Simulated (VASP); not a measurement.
Method: G0W0 on PBE orbitals, VASP's PBE PAW potentials (set 64) (plane waves; VASP).

VASP ran on this input.

INCAR:
```
SYSTEM = GaSb
PREC = Normal
ENCUT = 500
ALGO = EVGW0
LREAL = .FALSE.
LASPH = .TRUE.
ISMEAR = 0
SIGMA = 0.01
GGA = PE
LWAVE = .FALSE.
LCHARG = .FALSE.
NELMGW = 1
NBANDS = 64
NOMEGA = 64
ENCUTGW = 150
NBANDSGW = 22
LSPECTRALGW = .TRUE.
```

File POSCAR:
```
GaSb
1
    0.0000000000     3.0500000000     3.0500000000
    3.0500000000     0.0000000000     3.0500000000
    3.0500000000     3.0500000000     0.0000000000
Ga Sb
1 1
Direct
  0.0000000000   0.0000000000   0.0000000000
  0.2500000000   0.2500000000   0.2500000000
```

### KPOINTS
```
Automatic mesh
0
Gamma
4 4 4
0 0 0
```

POTCAR, in this order: Ga_d_GW Sb_d_GW (PBE.64 set). Program: vasp_std. Read from the step before: WAVECAR, WAVEDER.

What VASP printed:

File OSZICAR:
```
energies w=
    0.000    0.000    0.324    0.000    0.646    0.000    0.968    0.000
    1.287    0.000    1.603    0.000    1.916    0.000    2.226    0.000
    2.531    0.000    2.832    0.000    3.129    0.000    3.422    0.000
    3.711    0.000    3.996    0.000    4.277    0.000    4.555    0.000
    4.830    0.000    5.103    0.000    5.374    0.000    5.643    0.000
    5.912    0.000    6.180    0.000    6.449    0.000    6.719    0.000
    6.990    0.000    7.264    0.000    7.541    0.000    7.822    0.000
    8.108    0.000    8.400    0.000    8.699    0.000    9.006    0.000
    9.323    0.000    9.651    0.000    9.991    0.000   10.346    0.000
   10.717    0.000   11.107    0.000   11.518    0.000   11.954    0.000
   12.418    0.000   12.913    0.000   13.447    0.000   14.024    0.000
   14.651    0.000   15.336    0.000   16.092    0.000   16.930    0.000
   17.865    0.000   18.920    0.000   20.120    0.000   21.498    0.000
   23.101    0.000   24.989    0.000   27.247    0.000   29.996    0.000
   33.415    0.000   37.783    0.000   43.552    0.000   51.514    0.000
   63.195    0.000   81.951    0.000  116.912    0.000  204.716    0.000
NQ=   1    0.0000    0.0000    0.0000,
 performed        112000 updates of chi_q(r,r)
NQ=   2    0.2500    0.0000    0.0000,
 performed        302000 updates of chi_q(r,r)
NQ=   3    0.5000    0.0000    0.0000,
 performed        470000 updates of chi_q(r,r)
NQ=   4    0.2500    0.2500    0.0000,
 performed        660000 updates of chi_q(r,r)
NQ=   5    0.5000    0.2500    0.0000,
 performed        912000 updates of chi_q(r,r)
NQ=   6   -0.2500    0.2500    0.0000,
 performed       1142000 updates of chi_q(r,r)
NQ=   7    0.5000    0.5000    0.0000,
 performed       1293000 updates of chi_q(r,r)
NQ=   8   -0.2500    0.5000    0.2500,
 performed       1478000 updates of chi_q(r,r)
 resolving degeneracies of screened two electron integrals
```

File OUTCAR:
```


 k-point   1 :       0.0000    0.0000    0.0000
  band No.  KS-energies  QP-energies   sigma(KS)   V_xc(KS)     V^pw_x(r,r')   Z            occupation Imag(sigma)

      1     -24.8317     -27.1326     -21.9853     -18.6085     -28.9903       0.6814       2.0000       0.3396
      2     -24.8317     -27.1326     -21.9853     -18.6085     -28.9903       0.6814       2.0000       0.3396
      3     -24.8317     -27.1326     -21.9853     -18.6085     -28.9903       0.6814       2.0000       0.3396
      4     -24.8120     -27.1042     -21.9726     -18.6087     -28.9697       0.6814       2.0000       0.3219
      5     -24.8120     -27.1042     -21.9726     -18.6087     -28.9697       0.6814       2.0000       0.3219
      6     -11.1750     -13.0656     -24.6185     -21.7618     -35.1214       0.6618       2.0000       0.2965
      7     -11.1750     -13.0656     -24.6185     -21.7618     -35.1214       0.6618       2.0000       0.2965
      8     -11.1750     -13.0656     -24.6185     -21.7618     -35.1214       0.6618       2.0000       0.2965
      9     -11.1254     -13.0332     -24.6919     -21.8230     -35.1809       0.6650       2.0000       0.2709
     10     -11.1254     -13.0332     -24.6919     -21.8230     -35.1809       0.6650       2.0000       0.2709
     11      -7.6346      -7.7820     -11.3010     -11.0800     -17.3338       0.6668       2.0000       0.8855
     12       3.9032       3.8330     -11.7779     -11.6883     -13.0744       0.7831       2.0000       0.0533
     13       3.9032       3.8330     -11.7779     -11.6883     -13.0744       0.7831       2.0000       0.0533
     14       3.9032       3.8330     -11.7779     -11.6883     -13.0744       0.7831       2.0000       0.0533
     15       3.9923       4.6454     -11.3437     -12.1751      -7.8496       0.7856       0.0000      -0.0662
     16       6.6677       6.9253      -9.5766      -9.9087      -5.7855       0.7757       0.0000      -0.1102
     17       6.6677       6.9253      -9.5766      -9.9087      -5.7855       0.7757       0.0000      -0.1102
     18       6.6677       6.9253      -9.5766      -9.9087      -5.7855       0.7757       0.0000      -0.1102
     19       9.7434       9.6345      -7.3655      -7.2274      -2.5272       0.7884       0.0000      -0.2459
     20      12.6602      12.9069      -9.4313      -9.7526      -4.6320       0.7680       0.0000      -0.3337
     21      12.6602      12.9069      -9.4313      -9.7526      -4.6320       0.7680       0.0000      -0.3337
     22      13.4055      13.3802      -7.4805      -7.4480      -2.2667       0.7749       0.0000      -0.3800

 k-point   2 :       0.2500    0.0000    0.0000
  band No.  KS-energies  QP-energies   sigma(KS)   V_xc(KS)     V^pw_x(r,r')   Z            occupation Imag(sigma)

      1     -24.8307     -27.1357     -21.9855     -18.6098     -28.9912       0.6828       2.0000       0.3394
      2     -24.8307     -27.1357     -21.9855     -18.6098     -28.9912       0.6828       2.0000       0.3394
      3     -24.8307     -27.1357     -21.9855     -18.6098     -28.9912       0.6828       2.0000       0.3394
      4     -24.8116     -27.1087     -21.9728     -18.6091     -28.9699       0.6829       2.0000       0.3215
      5     -24.8116     -27.1087     -21.9728     -18.6091     -28.9699       0.6829       2.0000       0.3215
      6     -11.1895     -13.0669     -24.5399     -21.7018     -35.0289       0.6615       2.0000       0.2986
      7     -11.1687     -13.0619     -24.6339     -21.7753     -35.1386       0.6623       2.0000       0.2957
      8     -11.1687     -13.0619     -24.6339     -21.7753     -35.1386       0.6623       2.0000       0.2957
      9     -11.1258     -13.0300     -24.6894     -21.8221     -35.1807       0.6641       2.0000       0.2716
     10     -11.1258     -13.0300     -24.6894     -21.8221     -35.1807       0.6641       2.0000       0.2716
     11      -7.0118      -7.1665     -11.5206     -11.2928     -17.2999       0.6792       2.0000       0.8331
     12      -0.1413      -0.2414     -11.2525     -11.1191     -13.6784       0.7503       2.0000       0.1785
     13       3.1901       3.0796     -11.4284     -11.2861     -12.8605       0.7770       2.0000       0.0628
     14       3.1901       3.0796     -11.4284     -11.2861     -12.8605       0.7770       2.0000       0.0628
     15       4.7256       5.0977     -10.1186     -10.5929      -6.6356       0.7846       0.0000      -0.0763
     16       7.5427       7.8115      -9.7015     -10.0497      -5.6825       0.7720       0.0000      -0.1360
     17       7.5427       7.8115      -9.7015     -10.0497      -5.6825       0.7720       0.0000      -0.1360
     18       9.1496       9.4931     -10.0692     -10.5148      -5.5945       0.7709       0.0000      -0.2042
     19      11.1239      10.9927      -7.3566      -7.1877      -2.3571       0.7763       0.0000      -0.2937
     20      11.5629      11.6535      -8.7051      -8.8221      -3.9683       0.7747       0.0000      -0.2950
     21      11.5629      11.6535      -8.7051      -8.8221      -3.9683       0.7747       0.0000      -0.2950
     22      13.6868      13.7730      -8.3273      -8.4385      -3.0006       0.7751       0.0000      -0.4594

 k-point   3 :       0.5000    0.0000    0.0000
  band No.  KS-energies  QP-energies   sigma(KS)   V_xc(KS)     V^pw_x(r,r')   Z            occupation Imag(sigma)

      1     -24.8311     -27.1335     -21.9833     -18.6089     -28.9890       0.6823       2.0000       0.3459
      2     -24.8290     -27.1400     -21.9872     -18.6116     -28.9926       0.6846       2.0000       0.3359
      3     -24.8290     -27.1400     -21.9872     -18.6116     -28.9926       0.6846       2.0000       0.3359
      4     -24.8110     -27.1151     -21.9743     -18.6101     -28.9707       0.6849       2.0000       0.3209
      5     -24.8110     -27.1151     -21.9743     -18.6101     -28.9707       0.6849       2.0000       0.3209
      6     -11.2036     -13.0699     -24.4711     -21.6484     -34.9470       0.6612       2.0000       0.3005
      7     -11.1636     -13.0577     -24.6443     -21.7840     -35.1486       0.6622       2.0000       0.2941
      8     -11.1636     -13.0577     -24.6443     -21.7840     -35.1486       0.6622       2.0000       0.2941
      9     -11.1255     -13.0311     -24.6927     -21.8262     -35.1881       0.6648       2.0000       0.2734
     10     -11.1255     -13.0311     -24.6927     -21.8262     -35.1881       0.6648       2.0000       0.2734
     11      -5.9855      -6.1371     -12.0659     -11.8482     -17.3929       0.6965       2.0000       0.7055
     12      -2.5096      -2.7055     -10.6252     -10.3537     -14.3149       0.7215       2.0000       0.3930
     13       2.7324       2.5901     -11.3364     -11.1519     -12.9615       0.7714       2.0000       0.0734
     14       2.7324       2.5901     -11.3364     -11.1519     -12.9615       0.7714       2.0000       0.0734
     15       4.3199       4.6562     -10.0097     -10.4369      -6.6154       0.7872       0.0000      -0.0713
     16       7.6489       7.8480      -9.2920      -9.5489      -5.2158       0.7751       0.0000      -0.1404
     17       7.6489       7.8480      -9.2920      -9.5489      -5.2158       0.7751       0.0000      -0.1404
     18      10.3838      10.1920      -7.2312      -6.9858      -2.3136       0.7815       0.0000      -0.2623
     19      13.3496      13.5843      -9.3272      -9.6302      -4.0670       0.7747       0.0000      -0.4630
     20      13.8850      14.1297      -9.0567      -9.3779      -3.6322       0.7616       0.0000      -0.4842
     21      13.8850      14.1297      -9.0567      -9.3779      -3.6322       0.7616       0.0000      -0.4842
     22      14.1962      14.6915      -9.9647     -10.6169      -4.1441       0.7594       0.0000      -0.6367

 k-point   4 :       0.2500    0.2500    0.0000
  band No.  KS-energies  QP-energies   sigma(KS)   V_xc(KS)     V^pw_x(r,r')   Z            occupation Imag(sigma)

      1     -24.8333     -27.1312     -21.9819     -18.6062     -28.9879       0.6807       2.0000       0.3459
      2     -24.8287     -27.1422     -21.9883     -18.6126     -28.9937       0.6853       2.0000       0.3358
      3     -24.8287     -27.1422     -21.9883     -18.6126     -28.9937       0.6853       2.0000       0.3358
      4     -24.8129     -27.0988     -21.9695     -18.6072     -28.9674       0.6799       2.0000       0.3233
      5     -24.8104     -27.1153     -21.9754     -18.6107     -28.9715       0.6851       2.0000       0.3201
      6     -11.1998     -13.0718     -24.5089     -21.6777     -34.9954       0.6612       2.0000       0.3007
      7     -11.1619     -13.0598     -24.6535     -21.7919     -35.1602       0.6632       2.0000       0.2947
      8     -11.1619     -13.0598     -24.6535     -21.7919     -35.1602       0.6632       2.0000       0.2947
      9     -11.1309     -13.0271     -24.6710     -21.8051     -35.1573       0.6617       2.0000       0.2713
     10     -11.1237     -13.0343     -24.6933     -21.8269     -35.1879       0.6665       2.0000       0.2725
     11      -6.7902      -6.9445     -11.5734     -11.3466     -17.2562       0.6804       2.0000       0.8125
     12      -0.1629      -0.1900     -11.6842     -11.6481     -14.0848       0.7513       2.0000       0.1705
     13       2.2137       2.0384     -10.9912     -10.7627     -12.6869       0.7673       2.0000       0.0844
     14       2.2137       2.0384     -10.9912     -10.7627     -12.6869       0.7673       2.0000       0.0844
     15       5.1499       5.2959      -9.1366      -9.3222      -5.6522       0.7862       0.0000      -0.0840
     16       6.6318       6.8637      -9.5730      -9.8698      -5.6369       0.7814       0.0000      -0.1128
     17       9.4405       9.8042     -10.2801     -10.7600      -5.7766       0.7579       0.0000      -0.2179
     18       9.4405       9.8042     -10.2801     -10.7600      -5.7766       0.7579       0.0000      -0.2179
     19      10.4443      10.6740      -9.3038      -9.5984      -4.6746       0.7795       0.0000      -0.2487
     20      13.0447      13.1119      -8.2557      -8.3429      -2.9624       0.7702       0.0000      -0.4209
     21      13.4917      13.7648      -9.3885      -9.7412      -4.3883       0.7744       0.0000      -0.4102
     22      15.2175      15.1786      -7.7041      -7.6533      -2.2466       0.7660       0.0000      -0.5274

 k-point   5 :       0.5000    0.2500    0.0000
  band No.  KS-energies  QP-energies   sigma(KS)   V_xc(KS)     V^pw_x(r,r')   Z            occupation Imag(sigma)

      1     -24.8324     -27.1343     -21.9825     -18.6073     -28.9886       0.6820       2.0000       0.3466
...
```
(Selected blocks of OUTCAR.)

The mesh is coarse and the basis finite, so the quasiparticle values are not converged. VASP warned that its frequency grid is unfit for quasiparticle energies.

The compound is GaSb in the zinc blende structure. The cell was not relaxed at this level. The k-mesh is coarse (spacing up to 0.45 per Å, 2π included), so the numbers may not be converged in it.
